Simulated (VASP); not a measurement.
Calculation: rev-vdW-DF2, VASP's PBE PAW potentials (set 64) (plane waves; VASP 6.6.1).

The input files of a VASP run:

File POSCAR:
```
Be
1.0
  1.1347284602  -1.9654071759   0.0000000000
  1.1347284602   1.9654071759   0.0000000000
  0.0000000000   0.0000000000   3.5566733497
Be
2
Cart
  1.1347284602   0.6551370356   0.8891683374
  1.1347284602  -0.6551370356   2.6675050123
```

### INCAR
```
# general
SYSTEM  =Be
PREC    =Accurate
ENCUT   =520   # plane-wave cut-off (eV)
LREAL   =.FALSE.   # projection in real space or not
LASPH   =.TRUE.

# electronic loop
EDIFF   =1E-7
NELM    =100
ALGO    =Normal   # blocked Davidson

# smearing
ISMEAR  =1   # Methfessel-Paxton
SIGMA   =0.1   # width (eV)

# functional
GGA     =MK
LUSE_VDW=.TRUE.
AGGAC   =0.0
PARAM1  =0.1234568
PARAM2  =0.7114
ZAB_VDW =-1.8867

# ions
IBRION  =2
NSW     =30   # most ionic steps
ISIF    =4
EDIFFG  =-0.01   # ionic stop

# output
LWAVE   =.FALSE.
LCHARG  =.FALSE.
```

**KPOINTS**
```
Automatic mesh
0
Gamma
18 18 10
0 0 0
```

POTCAR, in this order: Be (PBE.64 set). Program: vasp_std.

Output of the run:

### OSZICAR
```
       N       E                     dE             d eps       ncg     rms          rms(c)
DAV:   1    -0.214965803842E+01   -0.21497E+01   -0.17385E+03  2700   0.542E+02
DAV:   2    -0.671861437055E+01   -0.45690E+01   -0.43714E+01  4020   0.609E+01
DAV:   3    -0.675086098227E+01   -0.32247E-01   -0.32224E-01  3504   0.462E+00
DAV:   4    -0.675089489088E+01   -0.33909E-04   -0.33909E-04  3906   0.139E-01
DAV:   5    -0.675089490616E+01   -0.15274E-07   -0.14828E-07  3456   0.176E-03    0.122E+00
DAV:   6    -0.671845624307E+01    0.32439E-01   -0.31550E-03  3342   0.788E-01    0.746E-01
DAV:   7    -0.670577626069E+01    0.12680E-01   -0.39967E-03  3258   0.909E-01    0.287E-02
DAV:   8    -0.670574515863E+01    0.31102E-04   -0.85617E-06  3828   0.488E-02    0.117E-02
DAV:   9    -0.670574261601E+01    0.25426E-05   -0.29505E-06  3084   0.288E-02    0.935E-04
DAV:  10    -0.670574202955E+01    0.58646E-06   -0.34101E-08  3366   0.291E-03    0.220E-04
DAV:  11    -0.670574186352E+01    0.16604E-06   -0.46625E-09  1788   0.954E-04    0.263E-05
DAV:  12    -0.670574186308E+01    0.44199E-09   -0.29039E-10  1764   0.235E-04
   1 F= -.67057419E+01 E0= -.67056851E+01  d E =-.670574E+01
       N       E                     dE             d eps       ncg     rms          rms(c)
DAV:   1    -0.670641368413E+01   -0.67182E-03   -0.65002E-03  3372   0.538E-01    0.303E-02
DAV:   2    -0.670641511706E+01   -0.14329E-05   -0.28424E-05  3264   0.510E-02    0.191E-02
DAV:   3    -0.670641426271E+01    0.85435E-06   -0.84991E-07  3810   0.118E-02    0.309E-04
DAV:   4    -0.670641426071E+01    0.19928E-08   -0.31737E-09  2502   0.684E-04
   2 F= -.67064143E+01 E0= -.67063569E+01  d E =-.672398E-03
       N       E                     dE             d eps       ncg     rms          rms(c)
DAV:   1    -0.670642627784E+01   -0.12015E-04   -0.14439E-04  3372   0.800E-02    0.471E-03
DAV:   2    -0.670642627438E+01    0.34611E-08   -0.63434E-07  3252   0.764E-03
   3 F= -.67064263E+01 E0= -.67063654E+01  d E =-.684411E-03
```

File OUTCAR:
```
------------------------ aborting loop because EDIFF is reached ----------------------------------------
  FORCE on cell =-STRESS in cart. coord.  units (eV):
  Direction    XX          YY          ZZ          XY          YZ          ZX
  --------------------------------------------------------------------------------------
  Total       -0.0074586     -0.0074586     -0.0066449      0.0000000      0.0000000      0.0000000
  in kB       -0.7532642     -0.7532641     -0.6710853      0.0000000      0.0000000      0.0000000
  external PRESSURE =      -0.7258712 kB  Pullay stress =       0.0000000 kB
  volume of cell :       15.86
      direct lattice vectors                 reciprocal lattice vectors
     1.131911261 -1.960527646  0.000000000     0.441730741 -0.255033384  0.000000000
     1.131911261  1.960527646  0.000000000     0.441730741  0.255033384 -0.000000000
     0.000000000  0.000000000  3.574399694    -0.000000000  0.000000000  0.279767258
 POSITION                                       TOTAL-FORCE (eV/Angst)
 -----------------------------------------------------------------------------------
      1.13191      0.65351      0.89360        -0.000000      0.000000      0.000000
      1.13191     -0.65351      2.68080         0.000000     -0.000000      0.000000
 -----------------------------------------------------------------------------------
    total drift:                                0.000000     -0.000003      0.000005
  FREE ENERGIE OF THE ION-ELECTRON SYSTEM (eV)
  ---------------------------------------------------
  free  energy   TOTEN  =        -6.7064262744 eV

  energy  without entropy=       -6.7062437350  energy(sigma->0) =       -6.70636543

 reached required accuracy - stopping structural energy minimisation
```
(Selected blocks of OUTCAR.)

CONTCAR:
```
Be
   1.00000000000000
     1.1319112613203295   -1.9605276455597327    0.0000000000000000
     1.1319112613203295    1.9605276455597327    0.0000000000000000
     0.0000000000000000    0.0000000000000000    3.5743996941643275
  Be
     2
Direct
     0.3333330000000032    0.6666669999999968    0.2500000000000000
     0.6666669999999968    0.3333330000000032    0.7500000000000000
```

The compound is Be in the hcp structure. This run relaxes it. Symmetry was kept, so distortions that lower it aren't found.
